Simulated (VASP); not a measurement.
Given:

```
N
1.0
   -1.19685     1.19685     1.19685
    1.19685    -1.19685     1.19685
    1.19685     1.19685    -1.19685
N
1
Direct
  0.00000   0.00000   0.00000
```

The numbers are results of PBEsol GGA, VASP's PBE PAW potentials (set 64) (plane waves; VASP 6.6.1), not measurements. Run with 520 eV cut-off, 24×24×24 Γ-centred mesh, tetrahedra with Blöchl corrections, potentials N.

Q: Estimate the energy per atom (σ→0), band gap (on the k-mesh) with the smallest direct gap where there is one.

A: 
```
Property                                                    Result
------------------------  ----------------------------------------
band gap (on the k-mesh)  none (metal, semimetal or under 0.01 eV)
energy per atom (σ→0)                       -440.1 kJ/mol of atoms
```

The absolute energy has meaning only against runs of the same code, potentials and settings.

The structure was generated: N was put into the bcc type (Im-3m), which need not be its known phase. It was relaxed first, which changed the volume by -10 %.
